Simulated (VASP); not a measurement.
```xyz
9
Lattice="4.8927 0.0000 0.0000 -2.4463 4.2372 0.0000 0.0000 0.0000 26.8541" Properties=species:S:1:pos:R:3 pbc="T T T"
Cl     2.4463     1.4124     8.3866
Cl     0.0000     2.8248    12.4316
Cl    -2.4463     4.2372    10.4522
Cl     0.0000     0.0000    16.4020
Cl     2.4463     1.4124    14.4225
Cl     0.0000     2.8248    18.4675
Sr     0.0000     2.8248     9.4692
Sr     0.0000     0.0000    13.4271
Sr     2.4463     1.4124    17.3849
```

The numbers are results of PBEsol GGA, VASP's PBE PAW potentials (set 64) (plane waves; VASP), not measurements. Numerical set-up: PREC = Normal, 400 eV cut-off, 5×5×1 Γ-centred mesh, Gaussian smearing of 0.050 eV, potentials Cl Sr_sv.

Q: Predict the energy per atom (σ→0).

A: 
```
Item                            Value
---------------------  --------------
energy per atom (σ→0)  -4.387 eV/atom
```

The absolute energy has meaning only against runs of the same code, potentials and settings.

The cell is a thin slab with vacuum, built from SrCl2 (fluorite): (111) face.
